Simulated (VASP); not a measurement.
The system is BaZrO3.

```
Ba Zr O
1.0
     4.23495    0.00000    0.00000
     0.00000    4.23495    0.00000
     0.00000    0.00000    4.23495
Ba Zr O
1 1 3
Direct
  0.00000 0.00000 0.00000
  0.50000 0.50000 0.50000
  0.50000 0.50000 0.00000
  0.00000 0.50000 0.50000
  0.50000 0.00000 0.50000
```

The cell was built by a generator and needn't be a form met in nature.

Program: VASP 6.6.1. Alike in all runs: potentials or basis VASP PAW PBE potentials, release 64 (Ba_sv, Zr_sv, O); cell as given; cutoff (eV) 520; smearing gaussian 0.02 eV. Hardware: 1 thread of Intel(R) Xeon(R) 6975P-C (Granite Rapids), with other jobs on the host.

Task: Order these runs on this cell by their wall time, lowest first.
A. task band structure; level r2SCAN; spin off; k mesh 6 × 6 × 6
B. task electrostatic potential; level PBE0; spin off; k mesh 4 × 4 × 4; grid for exact exchange (PRECFOCK) Fast; exchange at q = 0 default
C. task band structure; level PBE; spin non-collinear, zero start, SOC; k mesh 6 × 6 × 6
D. task electrostatic potential; level HSE06; spin off; k mesh 6 × 6 × 6; grid for exact exchange (PRECFOCK) Fast; screening parameter 0.2 1/A
E. task band structure; level PBE; spin off; k mesh 6 × 6 × 6

Result: E (52 s), A (140 s), C (310 s), B (800 s), D (4800 s).
